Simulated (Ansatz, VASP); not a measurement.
Two plane-wave programs on Y3GeBr

```
CELL_PARAMETERS angstrom
3.73408 2.15587 3.16000
-3.73408 2.15587 3.16000
0.00000 -4.31175 3.16000
ATOMIC_POSITIONS crystal
Y 0.50693 0.99874 0.50693
Y 0.50693 0.50693 0.99874
Y 0.99874 0.50693 0.50693
Br 0.01000 0.01000 0.01000
Ge 0.53943 0.53943 0.53943
```

The cell was built by a generator and needn't be a form met in nature.

Alike in both runs: task single point; functional PBE; k mesh 4 × 4 × 4; no spin polarisation.

|  | VASP | Ansatz |
| --- | --- | --- |
| version | VASP 6.6.1 | Ansatz 0.2.0 |
| potentials or method | VASP PAW PBE potentials, release 64 (Y_sv, Br, Ge_d) | PAW plane waves |
| plane-wave cutoff (eV) | 520 | 420 |
| occupations | fermi-dirac, width 0.1 eV | fermi-dirac |
| valence electrons in the cell | 54 | 54 |

```csv
,VASP,Ansatz,Ansatz less VASP
gap on the k mesh at the Fermi level (eV),none,none,-
pressure (GPa),6.2,6.2,+0.02
largest component of the traceless stress (GPa),1.99,1.99,-0.002
rms of the force components (eV/Å),1.772,1.768,-0.0035
```

Atom by atom the forces differ by 0.004 eV/Å (rms over components). A gap of «none» marks a metal or a gap that the smearing closes. Ansatz warned: «structure_snapped_to_symmetry».

Caveats: forces of over 1 eV/Å show positions far from the minimum, so gaps and moduli don't describe the material at rest.
